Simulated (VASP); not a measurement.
# MnCO3 (Rhodochrosite) with rev-vdW-DF2 + U: from relaxation to properties, part 2 of 2

What structure does MnCO3 (Rhodochrosite) take at this level, and what are its properties? The start is a cell from a database of measured crystal structures.

VASP 6.6.1; rev-vdW-DF2, DFT+U (Mn d 5 eV), spin-polarised from a ferromagnetic start; plane waves and PAW (Mn_pv, C, O).

Still holding for the runs below: The magnetic state follows from one typed start and may not be the lowest.

So far, gap on the k-mesh (eV): step 2 (relaxing cell and atoms (rev-vdW-DF2 + U)) 3.65. The relaxed cell has a = 4.822, c = 15.570 Å (conventional setting).

### 6. Density of states (rev-vdW-DF2 + U)

A density of states needs more k-points than a total energy; ISMEAR = -5 takes tetrahedra, and LORBIT projects the states on the PAW spheres. The mesh is finer than in the run before.

The input, INCAR:

```
SYSTEM = MnCO3
PREC = Accurate
ENCUT = 520
EDIFF = 1E-06
NELM = 100
ISMEAR = -5
SIGMA = 0.05
LREAL = .FALSE.
ALGO = Normal
GGA = MK
AGGAC = 0
LUSE_VDW = .TRUE.
PARAM1 = 0.1234
PARAM2 = 0.711357
ZAB_VDW = -1.8867
LASPH = .TRUE.
NBANDS = 70
ISPIN = 2
MAGMOM = 4.673 4.673 0.021 0.021 0.028 0.028 0.028 0.028 0.028 0.028
LDAU = .TRUE.
LDAUTYPE = 2
LDAUL = 2 -1 -1
LDAUU = 5 0 0
LDAUJ = 0 0 0
LDAUPRINT = 1
LMAXMIX = 4
LORBIT = 11
LWAVE = .FALSE.
LCHARG = .FALSE.
KPAR = 8
NEDOS = 2001
```

The input, POSCAR:

```
MnCO3
1.0
    2.4109894724      4.1759562626      0.0000000000
   -2.4109894724      4.1759562626      0.0000000000
    0.0000000000     -2.7839708417      5.1899937859
Mn C O
2 2 6
Direct
    0.0000000000      0.0000000000      0.0000000000
    0.5000000000      0.5000000000      0.5000000000
    0.2500000000      0.2500000000      0.7500000000
    0.7500000000      0.7500000000      0.2500000000
    0.5191346289      0.9808653711      0.7500000000
    0.2500000000      0.5191346289      0.7500000000
    0.9808653711      0.2500000000      0.7500000000
    0.4808653711      0.0191346289      0.2500000000
    0.7500000000      0.4808653711      0.2500000000
    0.0191346289      0.7500000000      0.2500000000
```

The input, KPOINTS:

```
Automatic mesh
0
Gamma
7 7 7
0 0 0
```

PAW data sets: Mn_pv, C and O (PBE family, release 64).

Started as:

```console
mpirun -np 8 vasp_std
```

The job ended after 2.3 min (8 MPI ranks of Intel Xeon 6975P-C (Granite Rapids), shared host; peak memory 7.3 GiB; 16 min of CPU time).

This step gave:

```
irreducible k-points                            : 44
Fermi energy                                    : 3.303 eV
pressure                                        : 0.03890 GPa
valence top at k                                : 0.4286, 0.4286, 0
conduction bottom at k                          : 0, 0, 0.2857
least direct gap on the k-mesh, within one spin : 4.045 eV
gap on the k-mesh                               : 3.593 eV
```

The density of states has structure finer than the step of the table below, so its rows give means over 1 eV, whole bins alone (the curve runs from -12.0 to 9.71 eV). Peaks (eV: height): total up -7.5: 8.33, -7.2: 6.18, -4.9: 6.67, -3.2: 17.2; total down -7.1: 10.9, -3.3: 8.05, 5.4: 10.0, 6.1: 8.02; Mn d up -4.9: 2.57, -3.2: 13.5; Mn d down 5.4: 8.19, 5.6: 5.53, 6.1: 6.37, 6.3: 4.15; O p up -7.5: 3.85, -7.3: 3.45, -7.2: 3.02, -1.9: 2.98.

States under -12.0 eV and over 9.7 eV are left out. Table of density of states by energy, zero at the valence-band top; means over each step; 7 of 16 lines; values in states/eV/cell:

```
energy (eV)  total up  total down  Mn d up  Mn d down  O p up  O p down   C p up
        -10    1.7e-4           0        0          0  6.7e-5         0        0
         -9      2.00        1.95   0.0776     0.0167   0.766     0.770  0.00852
         -8      1.90       0.196    0.144    0.00179   0.858    0.0846    0.288
         -7      3.73        4.73    0.198     0.0450    1.71      2.32    0.613
         -6     0.378        1.13   0.0355     0.0118   0.152     0.499   0.0661
         -5      2.12           0    0.824          0   0.770         0   0.0303
         -4      4.09        1.55     1.85     0.0358    1.29     0.948   0.0458
         -3      5.92        4.36     3.69      0.102    1.31      2.88   0.0637
         -2      4.17        3.03     1.30     0.0487    2.00      2.15   0.0386
         -1      2.65        1.05     1.08     0.0277    1.15     0.734   0.0213
          0      1.06           0    0.343          0   0.563         0  0.00484
          1         0           0        0          0       0         0        0
          2         0           0        0          0       0         0        0
          3         0           0        0          0       0         0        0
          4     0.794        1.79   0.0105      0.365   0.165     0.325    0.244
          5      1.42        4.24   0.0258       3.20   0.389     0.155    0.411
          6     0.483        4.98  0.00223       3.82  0.0903     0.266   0.0124
          7     0.869        1.83  0.00347       1.01   0.166     0.246   0.0223
          8      1.25       0.665  0.00713     0.0567   0.214     0.112   0.0307
          9      1.23        1.54   0.0128     0.0637   0.177     0.255   0.0331
```

The gap on this mesh is 3.59 eV. In the top eV of the valence band the largest shares in the PAW spheres are O p 50 % and Mn d 36 %; in the lowest eV of the conduction band, C p 29 %, O p 20 % and Mn d 13 %. The rest lies in smaller channels or between the spheres.

### 7. Zone-centre phonons (rev-vdW-DF2 + U)

Zone-centre modes test whether the atoms sit at a minimum within this cell. IBRION = 6 takes the force constants from differences of forces between displaced cells, so the forces must be tight.

INCAR, as its differences from that of step 6:

```diff
@@ -3,5 +3,5 @@
 ENCUT = 520
-EDIFF = 1E-06
+EDIFF = 1E-08
 NELM = 100
-ISMEAR = -5
+ISMEAR = 0
 SIGMA = 0.05
@@ -16,3 +16,3 @@
 LASPH = .TRUE.
-NBANDS = 70
+NBANDS = 56
 ISPIN = 2
@@ -30,2 +30,6 @@
 KPAR = 8
-NEDOS = 2001
+IBRION = 6
+NFREE = 2
+POTIM = 0.015
+ISIF = 2
+NSW = 1
```

POSCAR is that of step 6.

The input, KPOINTS:

```
Automatic mesh
0
Gamma
5 5 5
0 0 0
```

Started as:

```console
mpirun -np 8 vasp_std
```

Run time: 28 min. Hardware: 8 MPI ranks; peak memory 8.8 GiB.

The last energy, forces, stress and levels in OUTCAR belong to the last displaced cell, not to the cell of POSCAR.

This step gave:

* bands: 56
* irreducible k-points: 19
* pressure of the cell: 0.04241 GPa
* largest force of the cell: 0.004341 eV/Å

Transverse limit, no LO-TO splitting. Modes at Γ, with each element's share of the kinetic energy:

```
mode  frequency (cm⁻¹)  symmetry  Mn %  C %  O %
   1              -0.6  acoustic    48   10   41
   2              -0.4  acoustic    48   10   42
   3              -0.4  acoustic    48   10   42
   4             148.5       A2u    31    5   64
   5             158.5        Eu    44    2   54
   6             158.5        Eu    44    2   54
   7             187.7        Eg     0   16   84
   8             187.7        Eg     0   16   84
   9             202.6        Eu    77    1   22
  10             202.6        Eu    77    1   22
  11             240.4       A1u   100    0    0
  12             246.6       A2g     0    9   91
  13             291.5        Eg     0    2   98
  14             291.5        Eg     0    2   98
  15             294.0        Eu    31    6   63
  16             294.0        Eu    31    6   63
  17             318.9       A2u    21    7   73
  18             362.2       A2g     0   16   84
  19             688.4        Eg     0    7   93
  20             688.4        Eg     0    7   93
  21             695.8        Eu     0    8   92
  22             695.8        Eu     0    8   92
  23             803.8       A2u     0   78   22
  24             810.6       A2g     0   75   25
  25            1057.3       A1g     0    0  100
  26            1057.9       A1u     0    0  100
  27            1369.9        Eu     0   73   27
  28            1369.9        Eu     0   73   27
  29            1388.9        Eg     0   75   25
  30            1388.9        Eg     0   75   25
```

Displacements in mode 4 (148.5 cm⁻¹), the largest set to 1:
```
Mn1  0.00  0.00  0.83
Mn2  0.00  0.00  0.83
C3   0.00  0.00 -0.69
C4   0.00  0.00 -0.69
O5   0.00  1.00 -0.79
O6  -0.87 -0.50 -0.79
O7   0.87 -0.50 -0.79
O8   0.00  1.00 -0.79
O9  -0.87 -0.50 -0.79
O10  0.87 -0.50 -0.79
```

Displacements in mode 13 (291.5 cm⁻¹), the largest set to 1:
```
Mn1  0.00  0.00  0.00
Mn2  0.00  0.00  0.00
C3   0.00  0.19  0.00
C4   0.00 -0.19  0.00
O5   0.00  0.11  1.00
O6  -0.04  0.18 -0.50
O7   0.04  0.18 -0.50
O8   0.00 -0.11 -1.00
O9   0.04 -0.18  0.50
O10 -0.04 -0.18  0.50
```

The three acoustic modes lie within 0.6 cm⁻¹ of zero, and all others are real. By the characters of their eigenvectors the optical modes sort into (cm⁻¹) Raman active: Eg 188, Eg 291, Eg 688, A1g 1057, Eg 1389; infrared active: A2u 149, Eu 159, Eu 203, Eu 294, A2u 319, Eu 696, A2u 804, Eu 1370; silent: A1u 240, A2g 247, A2g 362, A2g 811, A1u 1058. With a centre of inversion no mode is active in both.

### 8. Optical spectrum (rev-vdW-DF2 + U)

LOPTICS sums transitions from filled to empty bands. The mesh is finer than in the run before. NBANDS is raised for it.

INCAR, as its differences from that of step 7:

```diff
@@ -3,3 +3,3 @@
 ENCUT = 520
-EDIFF = 1E-08
+EDIFF = 1E-06
 NELM = 100
@@ -16,3 +16,3 @@
 LASPH = .TRUE.
-NBANDS = 56
+NBANDS = 115
 ISPIN = 2
@@ -30,6 +30,4 @@
 KPAR = 8
-IBRION = 6
-NFREE = 2
-POTIM = 0.015
-ISIF = 2
-NSW = 1
+LOPTICS = .TRUE.
+NEDOS = 1500
+CSHIFT = 0.1
```

POSCAR is that of step 7.

The input, KPOINTS:

```
Automatic mesh
0
Gamma
7 7 7
0 0 0
```

Started as:

```console
mpirun -np 8 vasp_std
```

Run time: 3.5 min. Hardware: 8 MPI ranks; peak memory 12 GiB; 28 min of CPU time.

These are independent-particle spectra without excitons or local fields, and fine structure depends on the mesh and on CSHIFT.

This step gave:

```
SCF cycles           : 17
bands                : 115
irreducible k-points : 44
Fermi energy         : 3.494 eV
pressure             : 0.04102 GPa
```

Imaginary dielectric function against photon energy; read off at these points:

```
photon energy (eV)       xx       zz
               0.0        0        0
               1.0  0.00775  0.00295
               2.0   0.0181  0.00665
               3.0   0.0373   0.0122
               4.0    0.128   0.0277
               5.0     1.39    0.341
               6.0     2.75    0.515
               6.5     4.90    0.624
               7.0     4.84    0.858
               8.0     3.28     1.57
               9.0     2.15     1.67
              10.0     1.92     2.08
              11.0     1.69     1.84
              12.0     2.13     2.14
              13.0     1.97     3.02
              13.5     1.78     3.54
              14.0     1.74     1.98
              15.0     1.94     2.06
              16.0     2.36     2.17
              17.0     2.60     1.77
              17.4     2.85     1.77
              18.0     2.70     1.72
              19.0     2.00     1.16
              20.0     1.47    0.949
              21.0     1.24    0.945
              22.0     1.33    0.975
              23.0    0.951    0.848
              24.0    0.696    0.681
```

Table of real dielectric function by photon energy:

```
photon energy (eV)       xx     zz
                 0     3.67   2.73
                 1     3.71   2.75
                 2     3.83   2.80
                 3     4.10   2.89
                 4     4.72   3.07
                 5     5.42   3.26
                 6     5.94   3.44
                 7     3.49   3.77
                 8     1.69   3.36
                 9     1.41   2.87
                10     1.48   2.58
                11     1.95   2.77
                12     1.75   2.51
                13     1.49   2.03
                14     1.52  0.672
                15     1.77   1.13
                16     1.69  0.913
                17     1.13  0.401
                18    0.366  0.400
                19   -0.169  0.218
                20  -0.0801  0.517
                21    0.174  0.634
                22    0.225  0.592
                23   -0.107  0.452
                24   0.0238  0.529
```

### 9. Electric field gradients (rev-vdW-DF2 + U)

Field gradients probe how far the charge around each nucleus departs from cubic symmetry; LASPH keeps the non-spherical terms inside the spheres.

INCAR, as its differences from that of step 8:

```diff
@@ -3,3 +3,3 @@
 ENCUT = 520
-EDIFF = 1E-06
+EDIFF = 1E-07
 NELM = 100
@@ -16,3 +16,3 @@
 LASPH = .TRUE.
-NBANDS = 115
+NBANDS = 56
 ISPIN = 2
@@ -30,4 +30,2 @@
 KPAR = 8
-LOPTICS = .TRUE.
-NEDOS = 1500
-CSHIFT = 0.1
+LEFG = .TRUE.
```

POSCAR is that of step 8.

The input, KPOINTS:

```
Automatic mesh
0
Gamma
5 5 5
0 0 0
```

Started as:

```console
mpirun -np 8 vasp_std
```

The job ended after 2.2 min (8 MPI ranks; peak memory 5.7 GiB).

Numbers from this step:

- SCF cycles: 19
- bands: 56
- irreducible k-points: 19
- Fermi energy: 3.625 eV
- pressure: 0.04232 GPa
- valence top at k: 0.4, 0.4, 0
- conduction bottom at k: 0, 0, 0.2
- least direct gap on the k-mesh, within one spin: 4.058 eV
- gap on the k-mesh: 3.648 eV

Electric field gradients, by row:

```
atom  Vxx (V/Å²)  Vyy (V/Å²)  Vzz (V/Å²)  asymmetry
 Mn1       4.958       4.947      -9.905      0.001
 Mn2       4.958       4.947      -9.905      0.001
  C3      -17.26      -17.25       34.51          0
  C4      -17.26      -17.25       34.51          0
  O5      -116.2      -2.852       119.1      0.952
  O6      -116.2      -2.851       119.1      0.952
  O7      -116.2      -2.851       119.1      0.952
  O8      -116.2      -2.852       119.1      0.952
  O9      -116.2      -2.851       119.1      0.952
 O10      -116.2      -2.851       119.1      0.952
```

The largest gradient, 119.09 V/Å², sits on O6 and like sites; times the quadrupole moment of a nucleus that has one, it gives the coupling that NMR and NQR see.

### 10. What came out

| Item | Value |
| --- | --- |
| relaxed volume | 10.45 Å³/atom |
| relaxed conventional cell a, b, c | 4.822, 4.822, 15.570 Å; angles 90.0, 90.0, 120.0° |
| space group after relaxing, within 0.02 Å | R-3c (No. 167) |
| moment of the cell (7×7×7 mesh) | 10 μB |
| largest site moment (7×7×7 mesh) | 4.67 μB on Mn1 |
| band gap | 3.55 eV, indirect (least direct gap of that run 4.05 eV) |
| gap among the points of the DOS mesh alone, an upper bound | 3.59 eV |
| highest zone-centre mode | 1389 cm⁻¹ |
| strongest peak of ε2, mean over directions | 7.13 eV |
| ε1 at zero frequency, no local fields, mean | 3.36 |
| largest field gradient Vzz | 119.09 V/Å² on O6 |

With rev-vdW-DF2 + U, MnCO3 (Rhodochrosite) relaxes to 10.45 Å³/atom in space group R-3c, has an indirect gap of 3.55 eV and keeps moments of up to 4.67 μB (7×7×7 mesh). Against the listed cell the volume lies +1.6 % (a +1.0 %, c -0.5 %). Band structure (rev-vdW-DF2 + U), spin up: On this path the gap is indirect, 3.55 eV, with the valence top at F and the conduction bottom between Z and Γ. The least direct gap is 4.05 eV. Band structure (rev-vdW-DF2 + U), spin down: The path shows an indirect gap of 4.98 eV (valence top between Q and F, conduction bottom between Z and Γ). The least direct gap is 5.16 eV. Zone-centre phonons (rev-vdW-DF2 + U): The highest mode in this list at Γ, 1388.9 cm⁻¹, is mostly motion of C (75 % of the kinetic energy). Semilocal functionals usually underestimate gaps. Only the typed magnetic starts were tried, so the magnetic ground state may differ and with it the other results. Modes at Γ alone can't show that the crystal is stable at other wave vectors, and the LO-TO splitting is not included. No search among competing phases was made, and a listed structure need not be the one stable at ambient conditions. All values are for a static lattice at zero temperature.

[Lines on the potential files, build, host, timing and source positions are cut from VASP's logs without a mark.]

[Logs are printed without paths, hosts, clocks, repeated set-up lines and the standing remarks that a program may print on its own settings, such as how far it seeks lower states.]

[Hosts, paths, dates, database ids (printed as entryN), source tags and the programs' standing remarks are cut or masked in the printed files.]

[A measured line is paired with the nearest computed mode of its activity, which favours agreement.]
